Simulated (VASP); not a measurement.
# How SCF solver and smearing change a VASP run on BiRh

Aim: find what the SCF solver and smearing change for BiRh, and what they cost. The series runs use r2SCAN. The SCF solver tried: ALGO = Normal; ALGO = Fast; ALGO = VeryFast; ALGO = All; ALGO = Damped; AMIX = 0.1, BMIX = 0.01; AMIX = 0.8; IMIX = 1, AMIX = 0.2. The smearing tried: ISMEAR = 0, SIGMA = 0.01; ISMEAR = 0, SIGMA = 0.05; ISMEAR = 0, SIGMA = 0.1; ISMEAR = 0, SIGMA = 0.2; ISMEAR = 0, SIGMA = 0.5; ISMEAR = 1, SIGMA = 0.01; ISMEAR = 1, SIGMA = 0.05; ISMEAR = 1, SIGMA = 0.1; ISMEAR = 1, SIGMA = 0.2; ISMEAR = 1, SIGMA = 0.5; ISMEAR = -5. The start is a cell from a database of measured crystal structures.

Program: VASP 6.6.1. Level of theory: r2SCAN; plane waves and PAW (Bi_d, Rh_pv). Results are calculated unless marked as measured.

Report form: the programs' logs are mostly left out.

## 1. Starting point

Symmetry: P6_3/mmc, No. 194, hexagonal system. Conventional cell: a = 4.094 Å, b = 4.094 Å, c = 5.663 Å, α = 90.00°, β = 90.00°, γ = 120.00°. Nearest to Bi lie 6 Rh at 2.76 Å. Rh has 6 Bi at 2.76 Å and 2 Rh at 2.83 Å nearest. Farther neighbours are not listed.

As a file:

```xyz
4
Lattice="4.0940 0.0000 0.0000 -2.0470 3.5455 0.0000 0.0000 0.0000 5.6630" Properties=species:S:1:pos:R:3 pbc="T T T"
Bi    0.0000    2.3637    1.4158
Bi    2.0470    1.1818    4.2473
Rh    0.0000    0.0000    0.0000
Rh    0.0000    0.0000    2.8315
```

## 2. SCF solver: ALGO = Normal

All solvers should reach one answer; they differ in cycles and robustness. r2SCAN adds the kinetic-energy density, costs more than a GGA and is run with LASPH.

The input, INCAR:

```
SYSTEM = BiRh
PREC = Accurate
ENCUT = 400
EDIFF = 1E-06
NELM = 100
ISMEAR = -1
SIGMA = 0.05
LREAL = .FALSE.
ALGO = Normal
METAGGA = R2SCAN
LASPH = .TRUE.
NBANDS = 37
LORBIT = 11
LWAVE = .FALSE.
LCHARG = .FALSE.
KPAR = 4
ISIF = 2
```

The input, POSCAR:

```
BiRh
1.0
    4.0940000000      0.0000000000      0.0000000000
   -2.0470000000      3.5455080031      0.0000000000
    0.0000000000      0.0000000000      5.6630000000
Bi Rh
2 2
Direct
    0.3333333333      0.6666666667      0.2500000000
    0.6666666667      0.3333333333      0.7500000000
    0.0000000000      0.0000000000      0.0000000000
    0.0000000000      0.0000000000      0.5000000000
```

The input, KPOINTS:

```
Automatic mesh
0
Gamma
6 6 4
0 0 0
```

Potentials, in the order of the species: Bi_d and Rh_pv (PBE family, release 64).

Started as:

```sh
$ mpirun -np 4 vasp_std
```

Run time: 1.8 min. Hardware: 4 MPI ranks of AMD EPYC 7R43, shared host; peak memory 0.65 GiB.

The k-mesh is coarse for a metal. The PAW data sets were made with PBE, which is usual practice but a small mismatch for other functionals.

This step gave:

```yaml
scf_cycles: 14
electrons: 60
bands: 37
irreducible_k_points: 21
symmetry_operations: 24
free_energy_toten: -165.9851 eV
energy_at_zero_smearing: -165.9768 eV
fermi_energy: 10.00 eV
pressure: 3.062 GPa
metallic: yes
```

The series starts at -41.4942 eV an atom and 3.06 GPa, after 14 cycles in 1.8 min.

## 3. SCF solver: ALGO = Fast

INCAR, as its differences from that of step 2:

```diff
@@ -8,3 +8,3 @@
 LREAL = .FALSE.
-ALGO = Normal
+ALGO = Fast
 METAGGA = R2SCAN
```

POSCAR is that of step 2.

KPOINTS is that of step 2.

Started as:

```sh
$ mpirun -np 4 vasp_std
```

It took 2.4 min on 4 MPI ranks; peak memory 0.63 GiB.

Against the first of the series the energy stays within 0.01 meV an atom; the pressure moves by +0.01 GPa, after 15 cycles in 2.4 min.

## 4. SCF solver: ALGO = VeryFast

INCAR, as its differences from that of step 3:

```diff
@@ -8,3 +8,3 @@
 LREAL = .FALSE.
-ALGO = Fast
+ALGO = VeryFast
 METAGGA = R2SCAN
```

POSCAR is that of step 3.

KPOINTS is that of step 3.

Started as:

```sh
$ mpirun -np 4 vasp_std
```

Wall time 3.3 min (4 MPI ranks); peak memory 0.65 GiB.

Against the first of the series the energy stays within 0.01 meV an atom; the pressure moves by -0.11 GPa, after 22 cycles in 3.3 min.

## 5. SCF solver: ALGO = All

INCAR, as its differences from that of step 4:

```diff
@@ -8,3 +8,3 @@
 LREAL = .FALSE.
-ALGO = VeryFast
+ALGO = All
 METAGGA = R2SCAN
```

POSCAR is that of step 4.

KPOINTS is that of step 4.

Started as:

```sh
$ mpirun -np 4 vasp_std
```

Elapsed: 3 min, on 4 MPI ranks; peak memory 0.78 GiB.

Against the first of the series the energy stays within 0.01 meV an atom; the pressure moves by +0.02 GPa, after 19 cycles in 3 min.

## 6. SCF solver: ALGO = Damped

INCAR, as its differences from that of step 5:

```diff
@@ -8,3 +8,3 @@
 LREAL = .FALSE.
-ALGO = All
+ALGO = Damped
 METAGGA = R2SCAN
```

POSCAR is that of step 5.

KPOINTS is that of step 5.

Started as:

```sh
$ mpirun -np 4 vasp_std
```

It took 2.7 min on 4 MPI ranks; peak memory 0.77 GiB; 11 min of CPU time.

Against the first of the series the energy stays within 0.01 meV an atom; the pressure moves by +0.02 GPa, after 24 cycles in 2.7 min.

## 7. SCF solver: AMIX = 0.1, BMIX = 0.01

INCAR, as its differences from that of step 6:

```diff
@@ -8,3 +8,3 @@
 LREAL = .FALSE.
-ALGO = Damped
+ALGO = Normal
 METAGGA = R2SCAN
@@ -17 +17,3 @@
 ISIF = 2
+AMIX = 0.1
+BMIX = 0.01
```

POSCAR is that of step 6.

KPOINTS is that of step 6.

Started as:

```sh
$ mpirun -np 4 vasp_std
```

Run time: 2 min. Hardware: 4 MPI ranks; peak memory 0.65 GiB.

Against the first of the series the energy stays within 0.01 meV an atom; the pressure moves by +0.07 GPa, after 16 cycles in 2 min.

## 8. SCF solver: AMIX = 0.8

INCAR, as its differences from that of step 7:

```diff
@@ -17,3 +17,2 @@
 ISIF = 2
-AMIX = 0.1
-BMIX = 0.01
+AMIX = 0.8
```

POSCAR is that of step 7.

KPOINTS is that of step 7.

Started as:

```sh
$ mpirun -np 4 vasp_std
```

Run time: 1.8 min. Hardware: 4 MPI ranks; peak memory 0.64 GiB.

Against the first of the series the energy stays within 0.01 meV an atom; the pressure moves by +0.01 GPa, after 15 cycles in 1.8 min.

## 9. SCF solver: IMIX = 1, AMIX = 0.2

INCAR, as its differences from that of step 8:

```diff
@@ -17,2 +17,3 @@
 ISIF = 2
-AMIX = 0.8
+IMIX = 1
+AMIX = 0.2
```

POSCAR is that of step 8.

KPOINTS is that of step 8.

Started as:

```sh
$ mpirun -np 4 vasp_std
```

Wall time 3.9 min (4 MPI ranks); peak memory 0.63 GiB; 15 min of CPU time.

Against the first of the series the energy stays within 0.01 meV an atom and the pressure within 0.01 GPa, after 36 cycles in 3.9 min.

## 10. The SCF solver series as a table

This step: convergence of r2SCAN results with the solver; plane waves and PAW (VASP 6.6.1).

This step runs nothing: it gathers the runs above.

Differences are taken from the run with ALGO = Normal. Results of the series, by row:

```tsv
setting	status	energy less the reference (meV/atom)	pressure (GPa)	SCF cycles	wall time (s)
ALGO = Normal	converged	0	3.062	14	110
ALGO = Fast	converged	1.20e-4	3.069	15	146
ALGO = VeryFast	converged	-7.80e-4	2.949	22	197.1
ALGO = All	converged	-7.75e-5	3.082	19	179.1
ALGO = Damped	converged	9.25e-5	3.081	24	164.1
AMIX = 0.1, BMIX = 0.01	converged	-4.30e-4	3.136	16	119
AMIX = 0.8	converged	-2.75e-5	3.072	15	110
IMIX = 1, AMIX = 0.2	converged	5.93e-4	3.065	36	232.1
```

## 11. Smearing: ISMEAR = 0, SIGMA = 0.01

This step: r2SCAN; plane waves and PAW (Bi_d, Rh_pv) (VASP 6.6.1).

Smearing steadies the sum over the Fermi surface at the price of an entropy term.

INCAR, as its differences from that of step 9:

```diff
@@ -5,4 +5,4 @@
 NELM = 100
-ISMEAR = -1
-SIGMA = 0.05
+ISMEAR = 0
+SIGMA = 0.01
 LREAL = .FALSE.
@@ -17,3 +17 @@
 ISIF = 2
-IMIX = 1
-AMIX = 0.2
```

POSCAR is that of step 9.

KPOINTS is that of step 9.

Started as:

```sh
$ mpirun -np 4 vasp_std
```

Elapsed: 1.8 min, on 4 MPI ranks; peak memory 0.65 GiB; 7.2 min of CPU time.

This step gave:

```yaml
scf_cycles: 14
free_energy_toten: -165.9776 eV
fermi_energy: 10.08 eV
pressure: 3.135 GPa
```

The series starts at -41.4944 eV an atom and 3.14 GPa, after 14 cycles in 1.8 min. The entropy term T·S comes to 0.00 meV an atom in size.

## 12. Smearing: ISMEAR = 0, SIGMA = 0.05

INCAR, as its differences from that of step 11:

```diff
@@ -6,3 +6,3 @@
 ISMEAR = 0
-SIGMA = 0.01
+SIGMA = 0.05
 LREAL = .FALSE.
```

POSCAR is that of step 11.

KPOINTS is that of step 11.

Started as:

```sh
$ mpirun -np 4 vasp_std
```

Wall time 1.7 min (4 MPI ranks); peak memory 0.63 GiB; 6.7 min of CPU time.

Against the run before the energy at zero width moves by +0.05 meV an atom and the pressure by -0.08 GPa, after 14 cycles in 1.7 min. The entropy term T·S comes to 0.55 meV an atom in size.

## 13. Smearing: ISMEAR = 0, SIGMA = 0.1

INCAR, as its differences from that of step 12:

```diff
@@ -6,3 +6,3 @@
 ISMEAR = 0
-SIGMA = 0.05
+SIGMA = 0.1
 LREAL = .FALSE.
```

POSCAR is that of step 12.

KPOINTS is that of step 12.

Started as:

```sh
$ mpirun -np 4 vasp_std
```

Run time: 98 s. Hardware: 4 MPI ranks; peak memory 0.64 GiB.

Against the run before the energy at zero width moves by +0.05 meV an atom and the pressure by -0.02 GPa, after 14 cycles in 98 s. The entropy term T·S comes to 2.19 meV an atom in size.

## 14. Smearing: ISMEAR = 0, SIGMA = 0.2

INCAR, as its differences from that of step 13:

```diff
@@ -6,3 +6,3 @@
 ISMEAR = 0
-SIGMA = 0.1
+SIGMA = 0.2
 LREAL = .FALSE.
```

POSCAR is that of step 13.

KPOINTS is that of step 13.

Started as:

```sh
$ mpirun -np 4 vasp_std
```

The job ended after 96 s (4 MPI ranks; peak memory 0.63 GiB).

Against the run before the energy at zero width moves by +0.59 meV an atom and the pressure by +0.12 GPa, after 14 cycles in 96 s. The entropy term T·S comes to 11.23 meV an atom in size.

## 15. Smearing: ISMEAR = 0, SIGMA = 0.5

INCAR, as its differences from that of step 14:

```diff
@@ -6,3 +6,3 @@
 ISMEAR = 0
-SIGMA = 0.2
+SIGMA = 0.5
 LREAL = .FALSE.
```

POSCAR is that of step 14.

KPOINTS is that of step 14.

Started as:

```sh
$ mpirun -np 4 vasp_std
```

It took 1.8 min on 4 MPI ranks; peak memory 0.65 GiB.

Against the run before the energy at zero width moves by -0.78 meV an atom and the pressure by +0.46 GPa, after 14 cycles in 1.8 min. The entropy term T·S comes to 68.40 meV an atom in size.

## 16. Smearing: ISMEAR = 1, SIGMA = 0.01

INCAR, as its differences from that of step 15:

```diff
@@ -5,4 +5,4 @@
 NELM = 100
-ISMEAR = 0
-SIGMA = 0.5
+ISMEAR = 1
+SIGMA = 0.01
 LREAL = .FALSE.
```

POSCAR is that of step 15.

KPOINTS is that of step 15.

Started as:

```sh
$ mpirun -np 4 vasp_std
```

The job ended after 1.9 min (4 MPI ranks; peak memory 0.65 GiB).

Against the first of the series the energy at zero width moves by +0.01 meV an atom and the pressure by +0.02 GPa, after 14 cycles in 1.9 min. The entropy term T·S comes to 0.04 meV an atom in size.

## 17. Smearing: ISMEAR = 1, SIGMA = 0.05

INCAR, as its differences from that of step 16:

```diff
@@ -6,3 +6,3 @@
 ISMEAR = 1
-SIGMA = 0.01
+SIGMA = 0.05
 LREAL = .FALSE.
```

POSCAR is that of step 16.

KPOINTS is that of step 16.

Started as:

```sh
$ mpirun -np 4 vasp_std
```

It took 1.8 min on 4 MPI ranks; peak memory 0.63 GiB.

Against the run before the energy at zero width moves by +0.13 meV an atom and the pressure by -0.03 GPa, after 14 cycles in 1.8 min. The entropy term T·S comes to 0.13 meV an atom in size.

## 18. Smearing: ISMEAR = 1, SIGMA = 0.1

INCAR, as its differences from that of step 17:

```diff
@@ -6,3 +6,3 @@
 ISMEAR = 1
-SIGMA = 0.05
+SIGMA = 0.1
 LREAL = .FALSE.
```

POSCAR is that of step 17.

KPOINTS is that of step 17.

Started as:

```sh
$ mpirun -np 4 vasp_std
```

It took 2 min on 4 MPI ranks; peak memory 0.63 GiB.

Against the run before the energy at zero width moves by +0.03 meV an atom and the pressure by -0.08 GPa, after 14 cycles in 2 min. The entropy term T·S comes to 0.54 meV an atom in size.

## 19. Smearing: ISMEAR = 1, SIGMA = 0.2

INCAR, as its differences from that of step 18:

```diff
@@ -6,3 +6,3 @@
 ISMEAR = 1
-SIGMA = 0.1
+SIGMA = 0.2
 LREAL = .FALSE.
```

POSCAR is that of step 18.

KPOINTS is that of step 18.

Started as:

```sh
$ mpirun -np 4 vasp_std
```

It took 1.8 min on 4 MPI ranks; peak memory 0.66 GiB.

Against the run before the energy at zero width moves by +0.48 meV an atom and the pressure by -0.01 GPa, after 14 cycles in 1.8 min. The entropy term T·S comes to 0.66 meV an atom in size.

## 20. Smearing: ISMEAR = 1, SIGMA = 0.5

INCAR, as its differences from that of step 19:

```diff
@@ -6,3 +6,3 @@
 ISMEAR = 1
-SIGMA = 0.2
+SIGMA = 0.5
 LREAL = .FALSE.
```

POSCAR is that of step 19.

KPOINTS is that of step 19.

Started as:

```sh
$ mpirun -np 4 vasp_std
```

Run time: 1.7 min. Hardware: 4 MPI ranks; peak memory 0.64 GiB.

Against the run before the energy at zero width moves by -0.25 meV an atom and the pressure by +0.16 GPa, after 14 cycles in 1.7 min. The entropy term T·S comes to 1.31 meV an atom in size.

## 21. Smearing: ISMEAR = -5

INCAR, as its differences from that of step 20:

```diff
@@ -5,4 +5,4 @@
 NELM = 100
-ISMEAR = 1
-SIGMA = 0.5
+ISMEAR = -5
+SIGMA = 0.05
 LREAL = .FALSE.
```

POSCAR is that of step 20.

KPOINTS is that of step 20.

Started as:

```sh
$ mpirun -np 4 vasp_std
```

It took 2 min on 4 MPI ranks; peak memory 0.64 GiB; 7.9 min of CPU time.

With tetrahedra the forces and stress of a metal are not exact derivatives of the energy.

Against the first of the series the energy at zero width moves by -0.30 meV an atom and the pressure by +0.07 GPa, after 16 cycles in 2 min.

## 22. The smearing series as a table

This step: convergence of r2SCAN results with the smearing; plane waves and PAW (VASP 6.6.1).

This step runs nothing: it gathers the runs above.

One cell and one 6×6×4 mesh. Free energy against width, by row:

```tsv
Gaussian width σ (eV)	free energy less that at the narrowest width (meV/atom)
0.01	0
0.05	-0.23
0.1	-1
0.2	-4.92
0.5	-34.29
```

Differences are taken from the run with ISMEAR = 0, SIGMA = 0.01. Results of the series, by row:

```tsv
setting	status	energy less the reference (meV/atom)	pressure (GPa)	SCF cycles	wall time (s)
ISMEAR = 0, SIGMA = 0.01	converged	0	3.135	14	109
ISMEAR = 0, SIGMA = 0.05	converged	0.04668	3.059	14	101
ISMEAR = 0, SIGMA = 0.1	converged	0.09957	3.041	14	98
ISMEAR = 0, SIGMA = 0.2	converged	0.6929	3.162	14	96
ISMEAR = 0, SIGMA = 0.5	converged	-0.08859	3.625	14	109
ISMEAR = 1, SIGMA = 0.01	converged	0.01361	3.152	14	113
ISMEAR = 1, SIGMA = 0.05	converged	0.1485	3.118	14	107
ISMEAR = 1, SIGMA = 0.1	converged	0.1783	3.036	14	119
ISMEAR = 1, SIGMA = 0.2	converged	0.6552	3.021	14	107
ISMEAR = 1, SIGMA = 0.5	converged	0.4072	3.179	14	103
ISMEAR = -5	converged	-0.302	3.204	16	120
```

## 23. Outcome

```yaml
fewest_scf_cycles: ALGO = Normal (14)
most_scf_cycles_among_converged_runs: IMIX = 1, AMIX = 0.2 (36)
spread_of_the_pressure_over_the_scf_solver: 0.186 GPa
spread_of_the_energy_over_the_scf_solver: 0.00137 meV/atom
spread_of_the_pressure_over_the_smearing: 0.604 GPa
spread_of_the_energy_over_the_smearing: 0.995 meV/atom
```

In words: All SCF solvers that converged agree within 0.05 meV an atom. No setting beats the 1.8 min of ALGO = Normal by a fifth or more; the slowest converged run is IMIX = 1, AMIX = 0.2, at 3.9 min. On a shared host such times are rough. Yet the pressure of ALGO = VeryFast is -0.11 GPa off: EDIFF tests the energy, which is second order in the error of the density, while the stress is first order. The usual rule keeps the entropy term T·S under 1 meV an atom, which holds up to a width of 0.05 eV for Gaussian and 0.2 eV for first-order Methfessel-Paxton. That rule is made for Methfessel-Paxton; with the other schemes the zero-width estimate is the energy to use. Farthest in energy from the narrowest smearing lies ISMEAR = 0, SIGMA = 0.2 (+0.7 meV an atom, +0.03 GPa). On a fixed mesh a narrow width is not the exact answer for a metal: it samples the Fermi surface more noisily. Forces vanish by symmetry in this cell, so the series can't test them.

[Lines on the potential files, build, host, timing and source positions are cut from VASP's logs without a mark.]

[Logs are printed without paths, hosts, clocks, repeated set-up lines and the standing remarks that a program may print on its own settings, such as how far it seeks lower states.]

[Hosts, paths, dates, database ids (printed as entryN), source tags and the programs' standing remarks are cut or masked in the printed files.]

[A measured line is paired with the nearest computed mode of its activity, which favours agreement.]
